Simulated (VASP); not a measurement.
# Al20HF in VASP: notebook

The runs below take Al20HF through single point, with PBE+D3(BJ).

Program: VASP 6.6.1. These are calculated values, not measurements. Logs are shortened: lines on timing, memory, paths and dates and some standing lists are left out, and cuts for length are marked.

**1. The structure**

The cell holds a slab with vacuum, 22 atoms: a = 8.100 Å, b = 5.728 Å, c = 16.728 Å, α = 90.00°, β = 90.00°, γ = 90.00°.

The cell was built by a generator and needn't be a form met in nature.

**2. Single point, PBE+D3(BJ)**

The input, INCAR:

```
SYSTEM = Al20HF
PREC = Accurate ; ENCUT = 520
EDIFF = 1E-7 ; ISMEAR = 0
SIGMA = 0.15 ; LREAL = Auto
LASPH = .TRUE. ; NELM = 100
ALGO = Fast ; ISIF = 2
LWAVE = .FALSE. ; LCHARG = .FALSE.
GGA = PE ; IVDW = 12
NBANDS = 51
```

The input, KPOINTS:

```
Automatic mesh
0
G
  3 4 1
  0 0 0
```

The input, POSCAR:

```
Al20HF
1.0
    8.1000000000      0.0000000000      0.0000000000
    0.0000000000      5.7275650000      0.0000000000
    0.0000000000      0.0000000000     16.7275650000
Al F H
20 1 1
Direct
    0.0000000000      0.0000000000      0.0597816000
    0.5000000000      0.0000000000      0.0597816000
    0.0000000000      0.5000000000      0.0597816000
    0.5000000000      0.5000000000      0.0597816000
    0.2500000000      0.2500000000      0.1453823000
    0.7500000000      0.2500000000      0.1453823000
    0.2500000000      0.7500000000      0.1453823000
    0.7500000000      0.7500000000      0.1453823000
   -0.0002536200      0.0000083241      0.2241460433
    0.4995993634      0.0000026144      0.2243659381
   -0.0008017326      0.5000148283      0.2240057917
    0.4987885862      0.4999995695      0.2237155166
    0.2477851953      0.2499602314      0.3097764832
    0.7483613791      0.2498923812      0.3091259769
    0.2477935793      0.7500713233      0.3097638513
    0.7483477979      0.7501347566      0.3091276759
   -0.0045537438      0.0000284891      0.3867343820
    0.4950966076      0.0000218548      0.3856550710
   -0.0016177025      0.5000404902      0.3847874297
    0.4988152398      0.5000285878      0.3851004016
    0.8282973811      1.0006814739      0.5158941853
    0.7228784405      1.0012472554      0.4896242044
```

Potentials or basis: VASP PAW PBE potentials, release 64 (Al, F, H).

On the command line:

```
> cat potpaw_PBE.64/Al/POTCAR potpaw_PBE.64/F/POTCAR potpaw_PBE.64/H/POTCAR > POTCAR
> mpirun -np 1 vasp_std > vasp.out
```

OUTCAR:

```text
SYSTEM = Al20HF
   PREC = Accurate
   ENCUT = 520
   EDIFF = 1E-7
   ISMEAR = 0
   LREAL = Auto
   LASPH = .TRUE.
   NELM = 100
   ISIF = 2
   GGA = PE
   IVDW = 12
 IVDW          = 12

 ion  position               nearest neighbor table
   1  0.000  0.000  0.060-   9 2.75   6 2.86   7 2.86   8 2.86   5 2.86   3 2.86   3 2.86
   2  0.500  0.000  0.060-  10 2.75   6 2.86   7 2.86   8 2.86   5 2.86   4 2.86   4 2.86
   3  0.000  0.500  0.060-  11 2.75   6 2.86   7 2.86   8 2.86   5 2.86   1 2.86   1 2.86
   4  0.500  0.500  0.060-  12 2.74   6 2.86   7 2.86   8 2.86   5 2.86   2 2.86   2 2.86
   5  0.250  0.250  0.145-  13 2.75  12 2.80  10 2.81   9 2.81  11 2.81   2 2.86   3 2.86   4 2.86
                             1 2.86   7 2.86   7 2.86
   6  0.750  0.250  0.145-  14 2.74  11 2.80   9 2.81  12 2.81  10 2.81   2 2.86   3 2.86   4 2.86
                             1 2.86   8 2.86   8 2.86
   7  0.250  0.750  0.145-  15 2.75  12 2.80  10 2.81   9 2.81  11 2.81   2 2.86   3 2.86   4 2.86
                             1 2.86   5 2.86   5 2.86
   8  0.750  0.750  0.145-  16 2.74  11 2.80   9 2.81  12 2.81  10 2.81   2 2.86   3 2.86   4 2.86
                             1 2.86   6 2.86   6 2.86
   9  1.000  0.000  0.224-  17 2.72   1 2.75   6 2.81   8 2.81   5 2.81   7 2.81  15 2.85  13 2.85
                            11 2.86  11 2.86  14 2.87  16 2.87
  10  0.500  0.000  0.224-  18 2.70   2 2.75   5 2.81   7 2.81   6 2.81   8 2.81  16 2.85  14 2.85
                            12 2.86  12 2.86  15 2.87  13 2.87
  11  0.999  0.500  0.224-  19 2.69   3 2.75   8 2.80   6 2.80   7 2.81   5 2.81  15 2.86  13 2.86
[... 13 lines left out ...]
  18  0.495  0.000  0.386-  10 2.70  13 2.77  15 2.77  16 2.81  14 2.81  20 2.86  20 2.86
  19  0.998  0.500  0.385-  11 2.69  15 2.78  13 2.78  16 2.78  14 2.78  17 2.86  17 2.86
  20  0.499  0.500  0.385-  12 2.70  16 2.78  14 2.78  15 2.79  13 2.79  18 2.86  18 2.86
  21  0.828  0.001  0.516-  22 0.96  17 2.55
  22  0.723  0.001  0.490-  21 0.96

  LATTYP: Found a simple orthorhombic cell.
 ALAT       =     5.7275650000
 B/A-ratio  =     1.4142135445
 C/A-ratio  =     2.9205369123

  Lattice vectors:

 A1 = (   0.0000000000,  -5.7275650000,   0.0000000000)
 A2 = (   8.1000000000,   0.0000000000,   0.0000000000)
 A3 = (   0.0000000000,   0.0000000000,  16.7275650000)

Analysis of symmetry for initial positions (statically):
=====================================================================
 Subroutine PRICEL returns:
 Original cell was already a primitive cell.

 Routine SETGRP: Setting up the symmetry group for a
 simple orthorhombic supercell.

 Subroutine GETGRP returns: Found  1 space group operations
 (whereof  1 operations were pure point group operations)
 out of a pool of  8 trial point group operations.

The static configuration has the point symmetry C_1 .

Analysis of symmetry for dynamics (positions and initial velocities):
=====================================================================
 Subroutine PRICEL returns:
 Original cell was already a primitive cell.

 Routine SETGRP: Setting up the symmetry group for a
 simple orthorhombic supercell.

 Subroutine GETGRP returns: Found  1 space group operations
 (whereof  1 operations were pure point group operations)
 out of a pool of  8 trial point group operations.

The dynamic configuration has the point symmetry C_1 .

 Subroutine INISYM returns: Found  1 space group operations
 (whereof  1 operations are pure point group operations),
 and found     1 'primitive' translations

----------------------------------------------------------------------------------------

                                     Primitive cell

  volume of cell :     776.0465

  direct lattice vectors                    reciprocal lattice vectors
     8.100000000  0.000000000  0.000000000     0.123456790  0.000000000  0.000000000
     0.000000000  5.727565000  0.000000000     0.000000000  0.174594265  0.000000000
     0.000000000  0.000000000 16.727565000     0.000000000  0.000000000  0.059781564

  length of vectors
     8.100000000  5.727565000 16.727565000     0.123456790  0.174594265  0.059781564

  position of ions in fractional coordinates (direct lattice)
     0.000000000  0.000000000  0.059781600
     0.500000000  0.000000000  0.059781600
     0.000000000  0.500000000  0.059781600
     0.500000000  0.500000000  0.059781600
     0.250000000  0.250000000  0.145382300
     0.750000000  0.250000000  0.145382300
[... 14 lines left out ...]
     0.828297381  0.000681474  0.515894185
     0.722878440  0.001247255  0.489624204

  ion indices of the primitive-cell ions
   primitive index   ion index
                 1           1
                 2           2
                 3           3
                 4           4
                 5           5
                 6           6
[... 14 lines left out ...]
                21          21
                22          22

----------------------------------------------------------------------------------------

 KPOINTS: Automatic mesh

Automatic generation of k-mesh.
 Grid dimensions read from file:
 generate k-points for:    3    4    1

 Generating k-lattice:

  Cartesian coordinates                     Fractional coordinates (reciprocal lattice)
     0.041152263  0.000000000  0.000000000     0.333333333  0.000000000  0.000000000
     0.000000000  0.043648566  0.000000000     0.000000000  0.250000000  0.000000000
     0.000000000  0.000000000  0.059781564     0.000000000  0.000000000  1.000000000

  Length of vectors
     0.041152263  0.043648566  0.059781564

  Shift w.r.t. Gamma in fractional coordinates (k-lattice)
     0.000000000  0.000000000  0.000000000

 Subroutine IBZKPT returns following result:
 ===========================================

 Found      7 irreducible k-points:

 Following reciprocal coordinates:
            Coordinates               Weight
  0.000000  0.000000  0.000000      1.000000
  0.333333  0.000000  0.000000      2.000000
  0.000000  0.250000  0.000000      2.000000
  0.333333  0.250000  0.000000      2.000000
 -0.333333  0.250000  0.000000      2.000000
  0.000000  0.500000  0.000000      1.000000
  0.333333  0.500000  0.000000      2.000000
   k-points           NKPTS =      7   k-points in BZ     NKDIM =      7   number of bands    NBANDS=     51
   number of dos      NEDOS =    301   number of ions     NIONS =     22
   total plane-waves  NPLWV = 362880
   dimension x,y,z NGX =    60 NGY =   48 NGZ =  126
   dimension x,y,z NGXF=   120 NGYF=   96 NGZF=  252
   ions per type =              20   1   1
   NGX,Y,Z   is equivalent  to a cutoff of  12.31, 13.93, 12.52 a.u.
   NGXF,Y,Z  is equivalent  to a cutoff of  24.63, 27.86, 25.04 a.u.
 SYSTEM =  Al20HF
   PREC   = accura    normal or accurate (medium, high low for compatibility)
   ISTART =      0    job   : 0-new  1-cont  2-samecut
   ICHARG =      2    charge: 1-file 2-atom 10-const
   ISPIN  =      1    spin polarized calculation?
   LNONCOLLINEAR =      F non collinear calculations
   LSORBIT =      F    spin-orbit coupling
   LASPH  =      T    aspherical Exc in radial PAW
   ENCUT  =  520.0 eV  38.22 Ry    6.18 a.u.  15.06 10.65 31.10*2*pi/ulx,y,z
   NELM   =    100;   NELMIN=  2; NELMDL= -5     # of ELM steps
   EDIFF  = 0.1E-06   stopping-criterion for ELM
   LREAL  =      T    real-space projection
   EDIFFG = 0.1E-05   stopping-criterion for IOM
   NSW    =      0    number of steps for IOM
   IBRION =     -1    ionic relax: 0-MD 1-quasi-New 2-CG
   NFREE  =      0    steps in history (QN), initial steepest desc. (CG)
   ISIF   =      2    stress and relaxation
   ISYM   =      2    0-nonsym 1-usesym 2-fastsym
   POTIM  = 0.5000    time-step for ionic-motion
   TEBEG  =    0.0;   TEEND  =   0.0 temperature during run
   PSTRESS=    0.0 pullay stress
   NELECT =      68.0000    total number of electrons
   NUPDOWN=      -1.0000    fix difference up-down
   EMIN   =  10.00;   EMAX   =-10.00  energy-range for DOS
   EFERMI =   0.00;   METHOD = LEGACY
   ISMEAR =     0;   SIGMA  =   0.15  broadening in eV -4-tet -1-fermi 0-gaus
   EFERMI_NEDOS =   21; number of points for ismear=-14 and -15
   IALGO  =     68    algorithm
   IMIX   =      4    mixing-type and parameters
     AMIX     =   0.40;   BMIX     =  1.00
     AMIX_MAG =   1.60;   BMIX_MAG =  1.00
  volume/ion in A,a.u.               =      35.27       238.05
  Fermi-wavevector in a.u.,A,eV,Ry     =   0.727135  1.374086  7.193750  0.528726
  Thomas-Fermi vector in A             =   1.818283
   LORBIT       =      0    0 simple, 1 ext, 2 COOP (PROOUT), +10 PAW based schemes
   GGA     = PE    functional components
   LHFCALC =     F    Hartree Fock is set to
   AEXX    =    0.0000 exact exchange contribution
   IVDW    =    12    specifies the selected vdW correction
   LEPSILON=     F    determine dielectric tensor
   LRPA    =     F    only Hartree local field effects (RPA)
 non-spin polarized calculation
 RMM-DIIS sequential band-by-band and
 Gauss-broadening in eV      SIGMA  =   0.15
  energy-cutoff  :      520.00
  volume of cell :      776.05
 maximum number of plane-waves:     20916
   NGX = 31   NGY = 21   NGZ = 63

 number of electron      67.9999995 magnetization

 Free energy of the ion-electron system (eV)
  ---------------------------------------------------
  ext. energy  EPLUGINS =         0.00000000
  ---------------------------------------------------
  free energy    TOTEN  =       -77.38084409 eV

  energy without entropy =      -77.30624414  energy(sigma->0) =      -77.34354412

 E-fermi :   1.1776     XC(G=0):  -5.6470

 val. band max:        1.0278155981   @ k =   0.3333   0.0000   0.0000
 cond. band min:       1.2076544859   @ k =   0.3333   0.5000   0.0000
 fundamental gap:      0.1798388878
 Fermi energy:         1.1776367828

 k-point     1 :       0.0000    0.0000    0.0000
  band No.  band energies     occupation
      1     -25.0801      2.00000
      2      -9.4862      2.00000
      3      -8.5045      2.00000
      4      -7.6430      2.00000
      5      -7.3576      2.00000
      6      -7.1620      2.00000
[... 332 lines left out ...]
     45       3.4199      0.00000
     46       3.4247      0.00000
 [bands above 46 left out]

------------------------ aborting loop because EDIFF is reached ----------------------------------------

 Edisp (eV)   -4.75763

 E8    (eV) :    -2.2023

  FORCE on cell =-STRESS in cart. coord.  units (eV):
  Direction    XX          YY          ZZ          XY          YZ          ZX
  --------------------------------------------------------------------------------------
  -------------------------------------------------------------------------------------
  Total      -2.89191    -9.99938    -1.81476     0.00037    -0.00216     0.10423
  in kB      -5.97045   -20.64409    -3.74664     0.00077    -0.00447     0.21518
  external pressure =      -10.12 kB  Pullay stress =        0.00 kB

 VOLUME and BASIS-vectors are now :
 -----------------------------------------------------------------------------
  energy-cutoff  :      520.00
  volume of cell :      776.05
      direct lattice vectors                 reciprocal lattice vectors
     8.100000000  0.000000000  0.000000000     0.123456790  0.000000000  0.000000000
     0.000000000  5.727565000  0.000000000     0.000000000  0.174594265  0.000000000
     0.000000000  0.000000000 16.727565000     0.000000000  0.000000000  0.059781564

 POSITION                                       TOTAL-FORCE (eV/Angst)
 -----------------------------------------------------------------------------------
      0.00000      0.00000      1.00000        -0.004637      0.000214      0.296631
      4.05000      0.00000      1.00000        -0.003463     -0.000376      0.269658
      0.00000      2.86378      1.00000         0.003771     -0.000323      0.338544
      4.05000      2.86378      1.00000        -0.005786      0.000261      0.210221
      2.02500      1.43189      2.43189         0.038697      0.003930     -0.268206
      6.07500      1.43189      2.43189        -0.035683     -0.006471     -0.281414
[... 14 lines left out ...]
      6.70921      0.00390      8.62965         0.222622      0.000689      0.104516
      5.85532      0.00714      8.19022        -0.224985      0.000438     -0.109098
 -----------------------------------------------------------------------------------
    total drift:                                0.010534      0.001040     -0.004875

  FREE ENERGIE OF THE ION-ELECTRON SYSTEM (eV)
  ---------------------------------------------------
  free  energy   TOTEN  =       -82.1384755800 eV

  energy  without entropy=      -82.0638756287  energy(sigma->0) =      -82.10117560
```

Wall time 5.8 min (1 thread of AMD EPYC 9R45 (Zen 5), shared host); peak memory 0.77 GiB.

Results:

* Free energy: -82.1385 eV
* Largest force: 0.339 eV/Å
* Band gap on the k mesh: none (metal or under the smearing width)
* Dispersion energy per atom: -0.216 eV

Forces in eV/Å, atoms in the order of the input:
```
Al  -0.005  0.000  0.297
Al  -0.003  0.000  0.270
Al   0.004  0.000  0.339
Al  -0.006  0.000  0.210
Al   0.039  0.004 -0.268
Al  -0.036 -0.006 -0.281
Al   0.039 -0.004 -0.269
Al  -0.036  0.007 -0.281
Al  -0.002  0.000 -0.003
Al   0.001  0.000 -0.003
Al   0.001  0.000 -0.004
Al   0.001  0.000 -0.004
Al   0.002  0.000  0.001
Al   0.002  0.000  0.001
Al   0.001 -0.001  0.002
Al   0.002  0.000  0.001
Al  -0.004  0.000  0.004
Al   0.000 -0.001  0.000
Al  -0.001  0.000 -0.005
Al   0.002  0.000 -0.001
F    0.223  0.001  0.105
H   -0.225  0.000 -0.109
```

**3. Single point, PBE+D3(BJ)**

The input, INCAR:

```
PREC = Accurate ; ENCUT = 520
EDIFF = 1E-7 ; ISMEAR = 0
SIGMA = 0.15 ; LREAL = Auto
LASPH = T ; NELM = 100
ALGO = Fast ; ISIF = 2
LWAVE = F ; LCHARG = F
GGA = PE ; IVDW = 12
NBANDS = 51
```

The input, KPOINTS:

```
regular mesh
0
Gamma
  3 4 1
```

The input, POSCAR:

```
Al20HF
1.0
    8.1000000000      0.0000000000      0.0000000000
    0.0000000000      5.7275650000      0.0000000000
    0.0000000000      0.0000000000     16.7275650000
Al F H
20 1 1
Direct
    0.0000000000      0.0000000000      0.0597815600
    0.5000000000      0.0000000000      0.0597815600
    0.0000000000      0.4999999900      0.0597815600
    0.5000000000      0.4999999900      0.0597815600
    0.2500000000      0.2500000000      0.1453822600
    0.7500000000      0.2500000000      0.1453822600
    0.2500000000      0.7499999900      0.1453822600
    0.7500000000      0.7499999900      0.1453822600
   -0.0013729769      0.0006723420      0.2278127431
    0.4977606224     -0.0007995136      0.2244317928
    0.0010233125      0.5004440007      0.2227697751
    0.4973262900      0.4999417575      0.2242446815
    0.2436170762      0.2456393774      0.3114952804
    0.7380970390      0.2461026331      0.3083736438
    0.2471684225      0.7523161586      0.3092942505
    0.7467499218      0.7493008175      0.3103179778
   -0.0200092587      0.0143572907      0.3969874993
    0.4947269830     -0.0018899658      0.3873312301
   -0.0115375722      0.4855301717      0.3799172171
    0.4940591907      0.4997040124      0.3861387723
    0.9431565390      0.9878291421      0.4960354278
    1.1120739298      0.7345847235      0.4035777685
```

Potentials or basis: VASP PAW PBE potentials, release 64 (Al, F, H).

On the command line:

```
> cat potpaw_PBE.64/Al/POTCAR potpaw_PBE.64/F/POTCAR potpaw_PBE.64/H/POTCAR > POTCAR
> mpirun -np 1 vasp_std > vasp.out
```

Wall time 5 min (1 thread of AMD EPYC 9R45 (Zen 5), shared host); peak memory 0.78 GiB.

Results (log left out):

* Free energy: -83.2556 eV
* Largest force: 0.359 eV/Å
* Band gap on the k mesh: none (metal or under the smearing width)
* Dispersion energy per atom: -0.217 eV

Forces on the atoms (eV/Å):
```
Al   0.037  0.022  0.357
Al   0.001 -0.039  0.212
Al   0.041 -0.023  0.243
Al   0.025  0.032  0.200
Al   0.006 -0.027 -0.239
Al  -0.034 -0.035 -0.255
Al  -0.025  0.026 -0.343
Al  -0.055  0.043 -0.168
Al   0.003  0.000  0.001
Al  -0.006  0.000 -0.003
Al   0.005 -0.008 -0.003
Al   0.000  0.002 -0.005
Al   0.003  0.001 -0.006
Al  -0.001  0.001  0.005
Al  -0.001 -0.002  0.007
Al  -0.009 -0.002 -0.007
Al   0.027  0.001 -0.112
Al   0.003  0.000  0.005
Al   0.011  0.009  0.011
Al  -0.004 -0.005 -0.001
F   -0.014 -0.004  0.109
H   -0.012  0.005 -0.007
```

Levels at points of the mesh, in eV from the Fermi level:
```csv
k point,band 31,band 32,band 33,band 34,band 35,band 36,band 37,band 38
"(0.00, 0.00, 0.00)",-1.10,-0.94,-0.65,-0.35,0.25,0.58,0.59,0.77
"(0.00, 0.50, 0.00)",0.02,0.02,0.13,0.26,0.71,0.83,0.89,0.96
```
